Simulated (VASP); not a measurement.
Data:

```xyz
2
Lattice="0.0000 2.2784 2.2784 2.2784 0.0000 2.2784 2.2784 2.2784 0.0000" Properties=species:S:1:pos:R:3 pbc="T T T"
Hf     0.0000     0.0000     0.0000
C      2.2784     2.2784     2.2784
```

The numbers are results of PW91 GGA, VASP's PBE PAW potentials (set 64) (plane waves; VASP), not measurements. Settings: 520 eV cut-off, 13×13×13 Γ-centred mesh, first-order Methfessel-Paxton smearing of 0.10 eV, potentials Hf_pv C.

Question: Give the stress tensor in GPa (positive for a compressed cell).

Answer: 
```
16.75   0.00   0.00
 0.00  16.75   0.00
 0.00   0.00  16.75
```
The pressure is its mean diagonal, 16.75 GPa.

The compound is HfC in the rock salt structure. This cell is one point of a volume scan, at 0.94 of the reference volume.
